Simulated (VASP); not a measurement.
```
CELL_PARAMETERS angstrom
      0.00000     3.19725     3.19725
      3.19725     0.00000     3.19725
      3.19725     3.19725     0.00000
ATOMIC_POSITIONS crystal
  In 0.00000 0.00000 0.00000
  Sb 0.25000 0.25000 0.25000
```

These are r2SCAN+rVV10, VASP's PBE PAW potentials (set 64) (plane waves; VASP) values and carry that method's errors. Run with 520 eV cut-off, 7×7×7 Γ-centred mesh, Gaussian smearing of 0.050 eV, potentials In_d Sb.

### Question
Give the stress tensor in GPa (positive for a compressed cell).

### Answer

```
3.26  0.00  0.00
0.00  3.26  0.00
0.00  0.00  3.26
```
The pressure is its mean diagonal, 3.26 GPa.

The compound is InSb in the zinc blende structure. This cell is one point of a volume scan, at 0.94 of the reference volume.
